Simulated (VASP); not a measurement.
The input files of a VASP run:

**POSCAR**
```
Cd3ZnS4
1
   -0.0070760631     5.7041985214     5.7145238715
    5.7041985214    -0.0070760631     5.7145238715
    2.8485612291     2.8485612291     0.0000000000
Zn S Cd
1 4 3
Direct
  0.0003957021   0.0003957021   0.9992085958
  0.1125681442   0.1125681442   0.2748637116
  0.1184497381   0.6451280847   0.2364221771
  0.6451280847   0.1184497381   0.2364221771
  0.6251704793   0.6251704793   0.2496590413
  0.0031583347   0.4970677511   0.9997739142
  0.4970677511   0.0031583347   0.9997739142
  0.4980617657   0.4980617657   0.0038764686
```

**KPOINTS**
```
Automatic mesh
0
Gamma
4 4 8
0 0 0
```

**INCAR**
```
ISMEAR = -5   # tetrahedra, Bloechl
LREAL = F   # projection in real space or not
LWAVE = F
LORBIT = 11   # lm-projected
LEFG = T
NELM = 100   # most electronic steps
LASPH = T
NEDOS = 601
EDIFF = 1E-7
LCHARG = T
PREC = Accurate
ALGO = Normal   # blocked Davidson
LMAXMIX = 4
ISIF = 2   # forces and stress, cell fixed
ENCUT = 400   # plane-wave cut-off (eV)
SYSTEM = Cd3ZnS4
GGA = PS   # PBEsol
```

POTCAR, in this order: Zn S Cd (PBE.64 set). Program: vasp_std.

Q: Write an equivalent input for Ansatz.

A: One equivalent input (not run):
Ansatz 0.2 input:
```yaml
crystal:
  lattice:
    - [-0.0070761, 5.7041985, 5.7145239]
    - [5.7041985, -0.0070761, 5.7145239]
    - [2.8485612, 2.8485612, 0.0000000]
  atoms:
    - { symbol: Zn, position: [0.0003957, 0.0003957, 0.9992086] }
    - { symbol: S, position: [0.1125681, 0.1125681, 0.2748637] }
    - { symbol: S, position: [0.1184497, 0.6451281, 0.2364222] }
    - { symbol: S, position: [0.6451281, 0.1184497, 0.2364222] }
    - { symbol: S, position: [0.6251705, 0.6251705, 0.2496590] }
    - { symbol: Cd, position: [0.0031583, 0.4970678, 0.9997739] }
    - { symbol: Cd, position: [0.4970678, 0.0031583, 0.9997739] }
    - { symbol: Cd, position: [0.4980618, 0.4980618, 0.0038765] }
kpoints:
  mp_grid: { grid: [4, 4, 8] }
hamiltonian:
  xc: pbesol
  pseudopotentials: { kind: paw }
scf:
  occupations: { method: tetrahedron }
  max_iter: 100
output: { forces: true, stress: true, eigenvalues: true }
```
The two are equivalent in intent, not identical: each code has its own PAW files, so the cut-off isn't converted (ENCUT is set for VASP's; basis.ecutwfc is left out, and Ansatz then takes the one that its files recommend); Ansatz stops its SCF on the density residual and VASP on the energy change (EDIFF); the field gradients of LEFG aren't asked of the other code.

The structure was generated: Cd3ZnS4 was put into an ordered model structure (Amm2), which need not be its known phase. It was relaxed first.
